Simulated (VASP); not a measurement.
Consider the following.

```xyz
2
Lattice="0.0000 2.2518 2.2518 2.2518 0.0000 2.2518 2.2518 2.2518 0.0000" Properties=species:S:1:pos:R:3 pbc="T T T"
Zr     0.0000     0.0000     0.0000
N      2.2518     2.2518     2.2518
```

These are AM05 GGA, VASP's PBE PAW potentials (set 64) (plane waves; VASP) values and carry that method's errors. Numerical set-up: 520 eV cut-off, 14×14×14 Γ-centred mesh, first-order Methfessel-Paxton smearing of 0.10 eV, potentials Zr_sv N.

**Question.** The job: ZrN (rock salt), 2 atoms, AM05, static run, 520 eV, 14×14×14 Γ-centred mesh. Roughly how much core time does it take on a busy server core?

**Answer.** About 20 core-seconds (one run on a shared machine, a rough figure). It had 104 irreducible k-points, 12 bands, up to 636 plane waves and 13 electronic steps.

The compound is ZrN in the rock salt structure. This cell is one point of a volume scan, at 0.97 of the reference volume.
